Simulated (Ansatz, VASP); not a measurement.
# Al2GaAsP2: VASP beside Ansatz, part 2 of 2

Aim: how closely do two programs agree when they are given the same cell, functional and k mesh? The cell is generated by rule, not measured, and may not be a known phase. The cell is taken from a series of runs on this material, whose earlier steps may have relaxed, scaled, displaced or heated it; both programs get it as it stands.

VASP 6.6.1 and Ansatz 0.2.0.

So far: Set-up; Ansatz: relaxation of cell and atoms, PBEsol, pair 1; VASP: relaxation of cell and atoms, PBEsol, pair 1.

The structure was built from a prototype and need not be the compound's stable phase.

## 4. Side by side

Known differences besides the potentials themselves: the data sets hold 44 valence electrons in Ansatz (on its default PAW (the set named soft_2) files) and 34 in VASP; the cutoff is 420 eV in Ansatz and 500 eV in VASP; Ansatz makes its cores anew for this functional, VASP keeps those of its PBE data sets; Ansatz adds a Pulay correction to the stress that steers its cell, VASP none. Total energies have different zeros and are not compared.

Compared:

```tsv
quantity	Ansatz	VASP	difference
volume (Å³)	126.87	126.97	-0.08 %
edge a after relaxation, in the typed setting (Å)	3.916	3.917	-0.01 %
edge b after relaxation, in the typed setting (Å)	3.914	3.915	-0.03 %
edge c after relaxation, in the typed setting (Å)	8.727	8.731	-0.04 %
```

## 5. Ansatz: relaxation of cell and atoms, PBEsol, pair 2

The relaxed volume is the usual yardstick between codes: in a stiff, nearly cubic crystal its relative difference is about their pressure difference at one cell divided by the bulk modulus.

The cell is taken from a series of runs on this material, whose earlier steps may have relaxed, scaled, displaced or heated it; both programs get it as it stands.

Contents of input.yaml:

```yaml
crystal:
  lattice:
    - [2.7690742959, 2.7690742959, 0.0]
    - [-2.7678824387, 2.7678824387, 0.0]
    - [2.7684783673, 0.0005959286, 8.2765739835]
  atoms:
    - { symbol: Al, position: [-0.0040192886, 0.0040192886, 0.0080385772] }
    - { symbol: Al, position: [0.3330846472, 0.6669153528, 0.3338307057] }
    - { symbol: As, position: [0.0835570622, 0.4164429378, 0.8328858756] }
    - { symbol: Ga, position: [0.6708034548, 0.3291965452, 0.6583930903] }
    - { symbol: P, position: [0.4144620523, 0.0855379477, 0.1710758954] }
    - { symbol: P, position: [0.7521120721, 0.7478879279, 0.4957758557] }
kpoints:
  mp_grid: { grid: [6, 6, 6] }
hamiltonian:
  xc: pbesol
scf:
  occupations: { method: gaussian, width: 0.02 }
output:
  forces: true
  stress: true
  eigenvalues: true
  write_density: true
  write_potential: true
  elf: true
  volumetric_format: npy
relax:
  adjacent_minimum: "off"
  f_tol: 0.005
  max_steps: 80
  cell: { stress_tol: 0.05 }
```

On the command line:

```bash
> ansatz run input.yaml --threads 8 --pin off --max-ram 14336MiB --backend cpu --events-out ev --progress --plain --runs-dir out
```

Numbers of over 12 decimals in the logs are rounded to 6 here.

The log of the run:

```text
[...]
Crystal: 6 atoms, lattice volume = 126.871 Å³
Basis set: ecut = 420 eV, 2527 PW (Γ), exchange–correlation on 54×54×120 points (8 copies of the dense FFT grid, shifted against one another)
Bands: 28, of which v1, the nominal top of the filled ones, is band 22 counted from 1 (21 counted from 0)
Symmetry: 4 space group operations
[...]
k-points: 46 of 216 (time reversal used)
[...]
- [2.768288, 2.768288, 0]
    - [-2.767801, 2.767801, 0]
    - [2.768044, 0.000243482, 8.275324]
  atoms:
    - { symbol: Al, position: [-0.00375929, 0.00375929, 0.00751859] }
    - { symbol: Al, position: [0.333030, 0.666970, 0.333940] }
    - { symbol: As, position: [0.083578, 0.416422, 0.832843] }
    - { symbol: Ga, position: [0.670671, 0.329329, 0.658658] }
    - { symbol: P, position: [0.414630, 0.085370, 0.170740] }
    - { symbol: P, position: [0.751850, 0.748150, 0.496301] }
[key lines of the parts left out:]
SCF converged after 4 iterations
Free energy (F): -11088.218753 eV
Fermi energy:    6.780653 eV
P = ⅓ Tr σ = 0.0005 GPa (0.005 kbar)
```

## 6. VASP: relaxation of cell and atoms, PBEsol, pair 2

The same cell, functional, mesh and smearing now go to VASP, with its own data sets.

Contents of INCAR:

```
SYSTEM = Al2GaAsP2
PREC = Accurate
ENCUT = 500
EDIFF = 1E-07
NELM = 120
ISMEAR = 0
SIGMA = 0.02
LREAL = .FALSE.
ALGO = Normal
GGA = PS
NBANDS = 23
LORBIT = 11
LWAVE = .FALSE.
LCHARG = .FALSE.
ISIF = 3
IBRION = 2
NSW = 80
EDIFFG = -0.005
LASPH = .TRUE.
GGA_COMPAT = .FALSE.
NELMIN = 4
EFERMI = MIDGAP
KPAR = 2
```

Contents of POSCAR:

```
Al2GaAsP2
1.0
    2.7690740000      2.7690740000      0.0000000000
   -2.7678820000      2.7678820000      0.0000000000
    2.7684780000      0.0005960000      8.2765740000
Al As Ga P
2 1 1 2
Direct
    0.9959807041      0.0040192959      0.0080385918
    0.3330846193      0.6669153807      0.3338307614
    0.0835570370      0.4164429630      0.8328859260
    0.6708034629      0.3291965371      0.6583930742
    0.4144620709      0.0855379291      0.1710758582
    0.7521120454      0.7478879546      0.4957759092
```

Contents of KPOINTS:

```
Automatic mesh
0
Gamma
6 6 6
0 0 0
```

The projector-augmented-wave data sets are Al, As, Ga_d and P (PBE family, release 64).

On the command line:

```bash
> mpirun -np 2 vasp_std
```

The log of the run:

```text
[banner, memory and clock lines left out]
running    2 mpi-ranks, on    1 nodes
[...]
[... a notice as in an earlier step ...]

 LDA part: xc-table for (Slater+PW92), standard interpolation
 POSCAR, INCAR and KPOINTS ok, starting setup
[...]
entering main loop
       N       E                     dE             d eps       ncg     rms          rms(c)
DAV:   1     0.192277241063E+03    0.19228E+03   -0.13844E+04  2116   0.149E+03
DAV:   2    -0.925177378075E+01   -0.20153E+03   -0.19145E+03  2442   0.345E+02
DAV:   3    -0.311326188283E+02   -0.21881E+02   -0.21274E+02  2616   0.942E+01
DAV:   4    -0.318835210054E+02   -0.75090E+00   -0.74859E+00  2863   0.193E+01
[...]
DAV:  12    -0.309677413172E+02   -0.55336E-06   -0.13311E-05  2771   0.284E-02    0.114E-02
DAV:  13    -0.309677428108E+02   -0.14936E-05   -0.35488E-06  2558   0.115E-02    0.321E-03
DAV:  14    -0.309677428310E+02   -0.20182E-07   -0.19743E-07  2147   0.339E-03
   1 F= -.30967743E+02 E0= -.30967743E+02  d E =-.309677E+02
[... from here on, the cycles between the ionic steps are left out ...]
   2 F= -.30967843E+02 E0= -.30967843E+02  d E =-.100333E-03
   3 F= -.30967846E+02 E0= -.30967846E+02  d E =-.103566E-03
   4 F= -.30967886E+02 E0= -.30967886E+02  d E =-.400139E-04
   5 F= -.30967887E+02 E0= -.30967887E+02  d E =-.405422E-04
   6 F= -.30967887E+02 E0= -.30967887E+02  d E =-.410457E-04
   7 F= -.30967888E+02 E0= -.30967888E+02  d E =-.411105E-04
   8 F= -.30967892E+02 E0= -.30967892E+02  d E =-.448281E-05
 trial-energy change:   -0.000004  1 .order   -0.000004   -0.000008   -0.000001
 step:   1.1685(harm=  1.1685)  dis= 0.00046  next Energy=   -30.967892 (dE=-0.442E-05)
 reached required accuracy - stopping structural energy minimisation
```

From OUTCAR (step 6):

```text
  Total       -0.0020055     -0.0020055      0.0036394      0.0015797      0.0000000      0.0000000
  in kB       -0.0253091     -0.0253091      0.0459291      0.0199362      0.0000000      0.0000000
  external PRESSURE =      -0.0015631 kB  Pullay stress =       0.0000000 kB

 POSITION                                       TOTAL-FORCE (eV/Angst)
 -----------------------------------------------------------------------------------
      2.76949      2.76949      0.06392         0.000000     -0.000000     -0.000303
      0.00030      2.76919      2.76452         0.000000     -0.000000     -0.000197
      1.38475      1.38475      6.89340        -0.000000     -0.000000     -0.000031
      2.76949      2.76949      5.45043         0.000000      0.000000      0.000594
      1.38475      1.38475      1.41428        -0.000000      0.000000     -0.000021
      1.38505      4.15394      4.10817        -0.000000      0.000000     -0.000042
 -----------------------------------------------------------------------------------
    total drift:                                0.000040      0.000006      0.000743

  FREE ENERGIE OF THE ION-ELECTRON SYSTEM (eV)
  ---------------------------------------------------
  free  energy   TOTEN  =       -30.9678919899 eV

  energy  without entropy=      -30.9678919899  energy(sigma->0) =      -30.96789199

[... 2 parts as in an earlier step ...]

[... 2 further parts left out ...]
[key lines of the parts left out:]
E-fermi :   4.9654
```

## 7. Side by side

What differs besides the data sets and the points named for the pairs above, as far as they apply: the data sets hold 44 valence electrons in Ansatz (on its default PAW (the set named soft_2) files) and 34 in VASP. Total energies have different zeros and are not compared.

Compared:

```tsv
quantity	Ansatz	VASP	difference
volume (Å³)	126.81	126.96	-0.11 %
edge a after relaxation, in the typed setting (Å)	3.915	3.917	-0.05 %
edge c after relaxation, in the typed setting (Å)	8.726	8.729	-0.03 %
```

## 8. Ansatz: relaxation of cell and atoms, PBEsol, pair 3

The relaxed volume is the usual yardstick between codes: in a stiff, nearly cubic crystal its relative difference is about their pressure difference at one cell divided by the bulk modulus.

The cell is taken from a series of runs on this material, whose earlier steps may have relaxed, scaled, displaced or heated it; both programs get it as it stands.

Contents of input.yaml:

```yaml
crystal:
  lattice:
    - [2.7682875414, 2.7682875414, 0.0]
    - [-2.7678005781, 2.7678005781, 0.0]
    - [2.7680440598, 0.0002434817, 8.2753240443]
  atoms:
    - { symbol: Al, position: [-0.003759293, 0.003759293, 0.007518586] }
    - { symbol: Al, position: [0.3330302252, 0.6669697748, 0.3339395495] }
    - { symbol: As, position: [0.0835784982, 0.4164215018, 0.8328430036] }
    - { symbol: Ga, position: [0.670670929, 0.329329071, 0.658658142] }
    - { symbol: P, position: [0.4146300541, 0.0853699459, 0.1707398918] }
    - { symbol: P, position: [0.7518495866, 0.7481504134, 0.4963008269] }
kpoints:
  mp_grid: { grid: [8, 8, 8] }
hamiltonian:
  xc: pbesol
scf:
  occupations: { method: fixed }
output:
  forces: true
  stress: true
  eigenvalues: true
  write_density: true
  write_potential: true
  elf: true
  volumetric_format: npy
relax:
  adjacent_minimum: "off"
  f_tol: 0.001
  max_steps: 60
  cell: { stress_tol: 0.01 }
```

On the command line:

```bash
> ansatz run input.yaml --threads 8 --pin off --max-ram 14336MiB --backend cpu --events-out ev --progress --plain --runs-dir out
```

The log of the run:

```text
[...]
Crystal: 6 atoms, lattice volume = 126.812 Å³
Basis set: ecut = 420 eV, 2527 PW (Γ), exchange–correlation on 54×54×120 points (8 copies of the dense FFT grid, shifted against one another)
Bands: 28, of which v1, the nominal top of the filled ones, is band 22 counted from 1 (21 counted from 0)
Symmetry: 4 space group operations
[...]
k-points: 95 of 512 (time reversal used)
[...]
- [-2.766034, 2.766034, -5.3568676720437514e-17]
    - [2.766261, 0.000226886, 8.285228]
  atoms:
    - { symbol: Al, position: [-0.00375811, 0.00375811, 0.00751622] }
    - { symbol: Al, position: [0.333028, 0.666972, 0.333943] }
    - { symbol: As, position: [0.083592, 0.416408, 0.832815] }
    - { symbol: Ga, position: [0.670678, 0.329322, 0.658643] }
    - { symbol: P, position: [0.414628, 0.085372, 0.170743] }
    - { symbol: P, position: [0.751830, 0.748170, 0.496339] }
[key lines of the parts left out:]
SCF converged after 6 iterations
Free energy (F): -11088.230280 eV
Fermi energy:    6.113838 eV
P = ⅓ Tr σ = -0.0003 GPa (-0.003 kbar)
```

## 9. VASP: relaxation of cell and atoms, PBEsol, pair 3

The same cell, functional and mesh now go to VASP, with its own data sets.

INCAR, as its differences from that of step 6:

```diff
@@ -6,3 +6,3 @@
 ISMEAR = 0
-SIGMA = 0.02
+SIGMA = 0.01
 LREAL = .FALSE.
```

Contents of POSCAR:

```
Al2GaAsP2
1.0
    2.7682880000      2.7682880000      0.0000000000
   -2.7678010000      2.7678010000      0.0000000000
    2.7680440000      0.0002430000      8.2753240000
Al As Ga P
2 1 1 2
Direct
    0.9962408414      0.0037593091      0.0075186180
    0.3330303738      0.6669697767      0.3339395533
    0.0835786303      0.4164215202      0.8328430403
    0.6706710511      0.3293290994      0.6586581988
    0.4146302000      0.0853699505      0.1707399009
    0.7518497457      0.7481504048      0.4963008095
```

Contents of KPOINTS:

```
Automatic mesh
0
Gamma
8 8 8
0 0 0
```

On the command line:

```bash
> mpirun -np 2 vasp_std
```

The log of the run:

```text
[... set-up lines as in an earlier step ...]
 entering main loop
       N       E                     dE             d eps       ncg     rms          rms(c)
DAV:   1     0.194103439814E+03    0.19410E+03   -0.13859E+04  4405   0.149E+03
DAV:   2    -0.871352280148E+01   -0.20282E+03   -0.19174E+03  5028   0.350E+02
DAV:   3    -0.311086074288E+02   -0.22395E+02   -0.21750E+02  5381   0.955E+01
DAV:   4    -0.318897295420E+02   -0.78112E+00   -0.77856E+00  5879   0.198E+01
[...]
DAV:  12    -0.309793176489E+02   -0.98861E-06   -0.12383E-05  5575   0.269E-02    0.114E-02
DAV:  13    -0.309793190431E+02   -0.13942E-05   -0.34597E-06  5346   0.112E-02    0.296E-03
DAV:  14    -0.309793190717E+02   -0.28559E-07   -0.17901E-07  4341   0.324E-03
   1 F= -.30979319E+02 E0= -.30979319E+02  d E =-.309793E+02
[... from here on, the cycles between the ionic steps are left out ...]
   2 F= -.30979420E+02 E0= -.30979420E+02  d E =-.100508E-03
   3 F= -.30979420E+02 E0= -.30979420E+02  d E =-.100861E-03
   4 F= -.30979450E+02 E0= -.30979450E+02  d E =-.299947E-04
   5 F= -.30979453E+02 E0= -.30979453E+02  d E =-.329878E-04
   6 F= -.30979453E+02 E0= -.30979453E+02  d E =-.326101E-04
   7 F= -.30979454E+02 E0= -.30979454E+02  d E =-.338622E-04
   8 F= -.30979454E+02 E0= -.30979454E+02  d E =-.338768E-04
   9 F= -.30979454E+02 E0= -.30979454E+02  d E =-.339111E-04
  10 F= -.30979458E+02 E0= -.30979458E+02  d E =-.391378E-05
 trial-energy change:   -0.000004  1 .order   -0.000004   -0.000007   -0.000001
 step:   1.1942(harm=  1.1942)  dis= 0.00035  next Energy=   -30.979458 (dE=-0.396E-05)
 reached required accuracy - stopping structural energy minimisation
```

From OUTCAR (step 9):

```text
  Total       -0.0008532     -0.0008532     -0.0003870     -0.0008573      0.0000000      0.0000000
  in kB       -0.0107687     -0.0107687     -0.0048845     -0.0108205      0.0000000      0.0000000
  external PRESSURE =      -0.0088073 kB  Pullay stress =       0.0000000 kB

 POSITION                                       TOTAL-FORCE (eV/Angst)
 -----------------------------------------------------------------------------------
      2.76766      2.76766      0.06404         0.000000      0.000000     -0.000966
      0.00037      2.76729      2.76803        -0.000000     -0.000000      0.000655
      1.38383      1.38383      6.90191         0.000000      0.000000     -0.000615
      2.76766      2.76766      5.45735        -0.000000     -0.000000      0.000432
      1.38383      1.38383      1.41600        -0.000000     -0.000000      0.000574
      1.38419      4.15112      4.11360         0.000000      0.000000     -0.000079
 -----------------------------------------------------------------------------------
    total drift:                               -0.000365     -0.000386      0.000884

  FREE ENERGIE OF THE ION-ELECTRON SYSTEM (eV)
  ---------------------------------------------------
  free  energy   TOTEN  =       -30.9794577579 eV

  energy  without entropy=      -30.9794577579  energy(sigma->0) =      -30.97945776

[... 1 part as in an earlier step ...]

[... 3 further parts left out ...]
[key lines of the parts left out:]
E-fermi :   4.9646
```

## 10. Differences

What differs besides the data sets and the points named for the pairs above, as far as they apply: fixed occupations in Ansatz, narrow Gaussian smearing in VASP; the data sets hold 44 valence electrons in Ansatz (on its default PAW (the set named soft_2) files) and 34 in VASP. Total energies have different zeros and are not compared.

Both answers:

```tsv
quantity	Ansatz	VASP	difference
volume (Å³)	126.80	126.94	-0.11 %
edge a after relaxation, in the typed setting (Å)	3.912	3.914	-0.04 %
edge c after relaxation, in the typed setting (Å)	8.735	8.738	-0.04 %
```

## 11. What came out

| Item | Value |
| --- | --- |
| difference in volume (relaxation of cell and atoms, PBEsol, pair 1) | -0.081 % |
| difference in volume (relaxation of cell and atoms, PBEsol, pair 2) | -0.11 % |
| difference in volume (relaxation of cell and atoms, PBEsol, pair 3) | -0.11 % |

**Reading.** The difference in volume is -0.11 % (relaxation of cell and atoms, PBEsol, pair 2), within the 1.2 % picked in this series as the mark of a large difference, as far as the stopping tolerances let one tell. The data sets hold unlike numbers of valence electrons (44 in Ansatz and 34 in VASP), so part of the differences comes from the potentials. How closely two codes agree says nothing of how well the functional describes the real material.

[Lines on the potential files, build, host, timing and source positions are cut from VASP's logs without a mark.]

[Logs are printed without paths, hosts, clocks, repeated set-up lines and the standing remarks that a program may print on its own settings, such as how far it seeks lower states.]

[Hosts, paths, dates, database ids (printed as entryN), source tags and the programs' standing remarks are cut or masked in the printed files.]
